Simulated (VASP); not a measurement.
The input files of a VASP run:

### KPOINTS
```
Automatic mesh
0
Gamma
7 7 7
0 0 0
```

POSCAR:
```
NaCl
1
    0.0000000000     2.8200000000     2.8200000000
    2.8200000000     0.0000000000     2.8200000000
    2.8200000000     2.8200000000     0.0000000000
Na Cl
1 1
Direct
  0.0000000000   0.0000000000   0.0000000000
  0.5000000000   0.5000000000   0.5000000000
```

INCAR:
```
# general
SYSTEM = NaCl
PREC   = Accurate
ENCUT  = 480   # plane-wave cut-off (eV)
LREAL  = .FALSE.   # projection in real space or not
LASPH  = .TRUE.   # aspherical one-centre terms

# electronic loop
EDIFF  = 1E-6   # SCF stop (eV)
NELM   = 100   # most electronic steps
ALGO   = Normal   # blocked Davidson

# smearing
ISMEAR = 0   # Gaussian
SIGMA  = 0.05   # width (eV)

# functional
GGA    = PE

# ions
IBRION = 2
NSW    = 60
ISIF   = 3
EDIFFG = -0.01   # ionic stop

# output
LWAVE  = .FALSE.
LCHARG = .FALSE.
```

POTCAR, in this order: Na_pv Cl (PBE.64 set). Program: vasp_std.

Q: Translate this PBE calculation to Quantum ESPRESSO's pw.x.

A: One equivalent input (not run):
```
&CONTROL
  calculation = 'vc-relax'
  pseudo_dir = './pseudo'
  outdir = './out'
  tprnfor = .true.
  tstress = .true.
  nstep = 60
  forc_conv_thr = 0.00039
/
&SYSTEM
  ibrav = 0
  nat = 2
  ntyp = 2
  ecutwfc = 88
  occupations = 'smearing'
  smearing = 'gaussian'
  degauss = 0.003675
  input_dft = 'pbe'
/
&ELECTRONS
  conv_thr = 7.3e-08
  electron_maxstep = 100
/
&IONS
/
&CELL
/
ATOMIC_SPECIES
  Na 22.990 Na.upf
  Cl 35.450 Cl.upf
CELL_PARAMETERS angstrom
     0.0000000    2.8200000    2.8200000
     2.8200000    0.0000000    2.8200000
     2.8200000    2.8200000    0.0000000
ATOMIC_POSITIONS crystal
  Na   0.0000000  0.0000000  0.0000000
  Cl   0.5000000  0.5000000  0.5000000
K_POINTS automatic
  7 7 7 0 0 0
```
The two are equivalent in intent, not identical: the potentials are each code's own (VASP's PAW set, PseudoDojo norm-conserving files in pw.x), so ENCUT and ecutwfc are chosen apart and not converted; conv_thr bounds pw.x's estimated SCF error, while EDIFF bounds the energy change between steps; forc_conv_thr acts on force components and is met together with etot_conv_thr.

The compound is NaCl in the rock salt structure. This run relaxes it. Symmetry was kept, so distortions that lower it aren't found.
